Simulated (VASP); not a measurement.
## GeRh (relaxed from the WC structure, space group P-6m2): computed properties

Computed with PBEsol GGA, VASP's PBE PAW potentials (set 64) (plane waves; VASP).

For GeRh, the space group comes out as P-6m2 (187) and the cell is a = b = 3.018 Å, c = 3.667 Å, α = β = 90.00°, γ = 120.00°. The volume per atom comes out as 14.47 Å^3/atom. The band gap (over mesh and band path) is none (metal, semimetal or under 0.01 eV) and the density is 10.07 g/cm³.

```
RhGe
1.0
    3.01848     0.00000     0.00000
   -1.50924     2.61408     0.00000
    0.00000     0.00000     3.66687
Rh Ge
1 1
Direct
  0.00000   0.00000   0.00000
  0.66667   0.33333   0.50000
```

The structure was generated: GeRh was put into the WC type (P-6m2), which need not be its known phase. It was relaxed first, which changed the volume by -12 %. Symmetry was kept, so distortions that lower it aren't found. The electron count is odd and the run is not spin-polarised, which forces a metal.
